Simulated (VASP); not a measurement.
Data:

```xyz
2
Lattice="2.7807 0.0000 0.0000 0.0000 2.7807 0.0000 0.0000 0.0000 3.9977" Properties=species:S:1:pos:R:3 pbc="T T T"
Ti     0.0000     0.0000     0.0000
Al     1.3904     1.3904     1.9988
```

Level of theory: TPSS meta-GGA, VASP's PBE PAW potentials (set 64) (plane waves; VASP). Numerical set-up: 520 eV cut-off, 13×13×9 Γ-centred mesh, first-order Methfessel-Paxton smearing of 0.10 eV, potentials Ti_sv Al.

Q: Give the stress tensor in GPa (positive for a compressed cell).

A: 
```
3.94  0.00  0.00
0.00  3.94  0.00
0.00  0.00  3.87
```
The pressure is its mean diagonal, 3.92 GPa.

The compound is TiAl in the L1_0 structure. This cell is one point of a volume scan, at 0.97 of the reference volume. The electron count is odd and the run is not spin-polarised, which forces a metal.
